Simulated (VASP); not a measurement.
Calculation: LDA (Ceperley-Alder, Perdew-Zunger), VASP's LDA PAW potentials (set 64) (plane waves; VASP 6.6.1).

A VASP calculation is set up with these files.

File POSCAR:
```
TiSb
1.0
  4.1682890000   0.0000000000   0.0000000000
  0.0000000000   4.1682890000   0.0000000000
  0.0000000000   0.0000000000   7.3395510000
Ti Sb
2 2
Cartesian
  0.0000000000   2.0841445000   0.0000000000
  2.0841445000   0.0000000000   3.6697755000
  0.0000000000   0.0000000000   1.8348877500
  0.0000000000   0.0000000000   5.5046632500
```

**INCAR**
```
! general
SYSTEM   =  TiSb
PREC     =  Accurate
ENCUT    =  300
LREAL    =  .FALSE.
LASPH    =  .TRUE.

! electronic loop
EDIFF    =  1E-6
NELM     =  100
ALGO     =  Normal
LMAXMIX  =  4

! smearing
ISMEAR   =  0
SIGMA    =  0.2

! ions
ISIF     =  2

! output
LWAVE    =  .FALSE.
LCHARG   =  .FALSE.
```

**KPOINTS**
```
Automatic mesh
0
Gamma
4 4 3
0 0 0
```

POTCAR, in this order: Ti_sv Sb (LDA.64 set). Program: vasp_std.

The resulting files:

File OSZICAR:
```
       N       E                     dE             d eps       ncg     rms          rms(c)
DAV:   1     0.250653985724E+03    0.25065E+03   -0.12731E+04   584   0.107E+03
DAV:   2     0.653951087045E+01   -0.24411E+03   -0.23814E+03   554   0.351E+02
DAV:   3    -0.253804193937E+02   -0.31920E+02   -0.31551E+02   902   0.109E+02
DAV:   4    -0.287301787932E+02   -0.33498E+01   -0.33167E+01   712   0.297E+01
DAV:   5    -0.290764108308E+02   -0.34623E+00   -0.34248E+00   755   0.779E+00    0.133E+01
DAV:   6    -0.262585511855E+02    0.28179E+01   -0.77422E+01   689   0.505E+01    0.124E+01
DAV:   7    -0.242338536515E+02    0.20247E+01   -0.31056E+01   704   0.327E+01    0.449E+00
DAV:   8    -0.240884686214E+02    0.14539E+00   -0.45472E+00   728   0.110E+01    0.244E+00
DAV:   9    -0.239954614438E+02    0.93007E-01   -0.91706E-01   730   0.579E+00    0.558E-01
DAV:  10    -0.239964424012E+02   -0.98096E-03   -0.46078E-02   756   0.121E+00    0.319E-01
DAV:  11    -0.239959094821E+02    0.53292E-03   -0.69944E-03   768   0.434E-01    0.796E-02
DAV:  12    -0.239959763449E+02   -0.66863E-04   -0.13579E-03   807   0.117E-01    0.113E-02
DAV:  13    -0.239960055337E+02   -0.29189E-04   -0.31695E-04   597   0.323E-02    0.559E-03
DAV:  14    -0.239960179531E+02   -0.12419E-04   -0.12382E-04   467   0.124E-02    0.291E-03
DAV:  15    -0.239960231343E+02   -0.51812E-05   -0.53206E-05   434   0.939E-03    0.659E-04
DAV:  16    -0.239960265143E+02   -0.33799E-05   -0.33623E-05   427   0.440E-03    0.791E-04
DAV:  17    -0.239960286729E+02   -0.21586E-05   -0.21515E-05   417   0.268E-03    0.379E-04
DAV:  18    -0.239960300323E+02   -0.13594E-05   -0.13588E-05   417   0.224E-03    0.153E-04
DAV:  19    -0.239960310176E+02   -0.98528E-06   -0.98242E-06   417   0.103E-03
   1 F= -.23996031E+02 E0= -.23904251E+02  d E =-.183559E+00
```

OUTCAR:
```
------------------------ aborting loop because EDIFF is reached ----------------------------------------
  FORCE on cell =-STRESS in cart. coord.  units (eV):
  Direction    XX          YY          ZZ          XY          YZ          ZX
  --------------------------------------------------------------------------------------
  Total       -4.6612313     -4.6612313     -3.5718851     -0.0000000      0.0000000      0.0000000
  in kB      -58.5633757    -58.5633757    -44.8769084     -0.0000000      0.0000000      0.0000000
  external PRESSURE =     -54.0012200 kB  Pullay stress =       0.0000000 kB
  volume of cell :      127.52
      direct lattice vectors                 reciprocal lattice vectors
     4.168289000  0.000000000  0.000000000     0.239906590  0.000000000  0.000000000
     0.000000000  4.168289000  0.000000000     0.000000000  0.239906590  0.000000000
     0.000000000  0.000000000  7.339551000     0.000000000  0.000000000  0.136248117
 POSITION                                       TOTAL-FORCE (eV/Angst)
 -----------------------------------------------------------------------------------
      0.00000      2.08414      0.00000         0.000000     -0.000000      0.000000
      2.08414      0.00000      3.66978         0.000000     -0.000000      0.000000
      0.00000      0.00000      1.83489         0.000000     -0.000000      0.000000
      0.00000      0.00000      5.50466         0.000000      0.000000     -0.000000
 -----------------------------------------------------------------------------------
    total drift:                                0.000000      0.000000     -0.000000
  FREE ENERGIE OF THE ION-ELECTRON SYSTEM (eV)
  ---------------------------------------------------
  free  energy   TOTEN  =       -23.9960310176 eV

  energy  without entropy=      -23.8124717776  energy(sigma->0) =      -23.90425140
```
(Selected blocks of OUTCAR.)

At this cut-off the stress carries a Pulay error, which pulls relaxed volumes low.

The structure was generated: TiSb was put into an ordered model structure, which need not be its known phase. The cell was not relaxed at this level. The k-mesh is coarse (spacing up to 0.38 per Å, 2π included), so the numbers may not be converged in it. The run is one of a series of settings (GGA removed, POTCAR Ti_sv Sb (LDA.64 set) against the base run), some of them coarse on purpose.
